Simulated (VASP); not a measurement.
Runs of VASP 6.6.1 on Al. The structure is cubic, space group Fm-3m (No. 225). Conventional cell: a = 4.050 Å, b = 4.050 Å, c = 4.050 Å, α = 90.00°, β = 90.00°, γ = 90.00°. Al (site symmetry m-3m) has 12 Al at 2.86 Å as nearest neighbours. 

| k mesh | cutoff (eV) | mesh quality | gap on the mesh (eV) | pressure (GPa) |
| --- | --- | --- | --- | --- |
| 12 × 12 × 12 | 350 | not flagged | none | -0.4 |
| 12 × 12 × 12 | 300 | not flagged | none | -0.4 |
| 12 × 12 × 12 | 450 | not flagged | none | -0.4 |
| 12 × 12 × 12 | 400 | not flagged | none | -0.4 |
| 14 × 14 × 14 | 520 | not flagged | none | (a) |
| 12 × 12 × 12 | 520 | not flagged | none | -0.4 |
| 12 × 12 × 12 | 700 | not flagged | none | -0.4 |
| 8 × 8 × 8 | 520 | not flagged | none | -0.5 |
| 4 × 4 × 4 | 520 | coarse | none | 0.2 |
| 12 × 12 × 12 | 250 | not flagged | none | - |
| 6 × 6 × 6 | 520 | coarse | none | 0.0 |
| 12 × 12 × 12 | 600 | not flagged | none | -0.4 |

Alike in all rows: task single point; level PBE; potentials or basis VASP PAW PBE potentials, release 64 (Al); no spin polarisation; cell as given; smearing gaussian 0.1 eV.

Task: Fill in the values left out.

Result: (a) -0.8.

Caveats: some runs use coarse meshes; the cutoff is under 1.25 times the usual one of these potentials, so pressure, stress and relaxed cells hold a basis-set (Pulay) error (some runs).

A gap of «none» marks a metal or a gap under the smearing width.
